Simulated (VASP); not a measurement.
System: CuZn (CsCl type, first atom moved by 0.06 Å along [111]), 2 atoms in the cell.

Method: HSE06, plane waves, standard recommended PAW potentials in VASP 6.6.1.

Cutoff 369 eV; orbitals from an earlier step on the same cell; potentials Cu_pv Zn; PREC = Normal; EDIFF = 1E-5; HFSCREEN = 0.208; HFRCUT = 0; PRECFOCK = Fast; k-mesh 4×4×4 Γ-centred; Fermi–Dirac smearing of 0.1 eV; no spin polarisation.

```xyz
2
Lattice="2.9700 0.0000 0.0000 0.0000 2.9700 0.0000 0.0000 0.0000 2.9700" Properties=species:S:1:pos:R:3:forces:R:3 pbc="T T T" pressure_GPa=-7.47
Cu    0.0346    0.0346    0.0346   -0.1284   -0.1284   -0.1284
Zn    1.4850    1.4850    1.4850    0.1284    0.1284    0.1284
```

Forces are in eV/Å.

```
Largest force        : 0.222 eV/Å on Cu1 and Zn2
Free energy TOTEN    : -5.2314 eV
Energy (σ→0)         : -5.2209 eV
Smearing term TS     : 10.6 meV/atom
Gap on the mesh      : none (metallic)
Valence electrons    : 29
Irreducible k-points : 13
Command              : vasp_std
Hardware             : 1 core of an Intel Xeon Platinum 8488C, shared host
Wall time            : about 2.5 min (this step alone, after a cheaper pre-step)
Peak memory          : 0.22 GiB
```

VASP prints the stress at a fixed plane-wave basis, so it holds the Pulay stress of this cutoff.

The k-mesh is coarse, so these values belong to this mesh and can lie far from the converged ones. At or near VASP's default cutoff a basis error can pull the printed pressure down, by about 1 GPa or less for soft potentials and by 10 GPa or more for hard ones such as O, N and F, so even its sign can be wrong. Potentials made with PBE were used with another functional.
